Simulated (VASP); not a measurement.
Input:

```
MoS2
1.0
    1.54199    -2.67081     0.00000
    1.54199     2.67081     0.00000
    0.00000     0.00000    11.80133
Mo S
2 4
Cartesian
  1.54199   0.89027   2.95033
  1.54199  -0.89027   8.85100
  1.54199   0.89027  10.38427
  1.54199  -0.89027   4.48361
  1.54199  -0.89027   1.41706
  1.54199   0.89027   7.31773
```

Level of theory: PBE GGA with D3 dispersion (Becke-Johnson damping), VASP's PBE PAW potentials (set 64) (plane waves; VASP 6.6.1). Settings: 520 eV cut-off, 8×8×2 Γ-centred mesh, Gaussian smearing of 0.050 eV, potentials Mo_sv S.

**Question.** The ions and cell shape at fixed volume are relaxed. Give the cell that the relaxation ends in.

**Answer.** 
```
MoS2
1.0
    1.55617    -2.69537     0.00000
    1.55617     2.69537     0.00000
    0.00000     0.00000    11.58724
Mo S
2 4
Direct
  0.33333   0.66667   0.25000
  0.66667   0.33333   0.75000
  0.33333   0.66667   0.88530
  0.66667   0.33333   0.38530
  0.66667   0.33333   0.11470
  0.33333   0.66667   0.61470
```
Space group P6_3/mmc (194), at a tolerance of 0.03 Å.

**Question.** How much energy does the relaxation gain?

**Answer.** The energy (σ→0) changes by -21.0 meV/atom, in 8 ionic steps.

The compound is MoS2 in the 2H layered structure. This cell is one point of a volume scan, at 0.94 of the reference volume. Symmetry was kept, so distortions that lower it aren't found.
